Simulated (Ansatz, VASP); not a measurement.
## One calculation of Ti3Ag, two programs

```
Ti Ag
1.0
     4.20091    0.00000    0.00000
     0.00000    4.20091    0.00000
     0.00000    0.00000    3.96312
Ti Ag
3 1
Direct
  0.00000 0.50000 0.50000
  0.50000 0.00000 0.50000
  0.50000 0.50000 0.00000
  0.00000 0.00000 0.00000
```

Change from the starting cell: volume scaled by 1.01, PAW files.

Alike in both runs: task electric field gradients; functional LDA; k mesh 9 × 9 × 9; occupations fermi-dirac, width 0.08 eV; no spin polarisation.

```csv
,VASP,Ansatz
version,VASP 6.6.1,Ansatz 0.2.0
potentials or method,"VASP PAW LDA potentials, release 64 (Ti_sv, Ag)","PAW with Ansatz's default frozen-core files, scalar-relativistic"
plane-wave cutoff (eV),520,420
valence electrons in the cell,47,55
```

|  | VASP | Ansatz | Ansatz less VASP |
| --- | --- | --- | --- |
| pressure (GPa) | -10.7 | -10.8 | -0.10 |
| largest component of the traceless stress (GPa) | 1.42 | 1.42 | +0.006 |
| Vzz of the field gradient on the site that differs most (V/Å²) | -9.1 | -11.0 | -1.91 |

The two sets of potentials don't hold the same shells in valence. Ansatz warned: «gradients_without_spin_orbit».
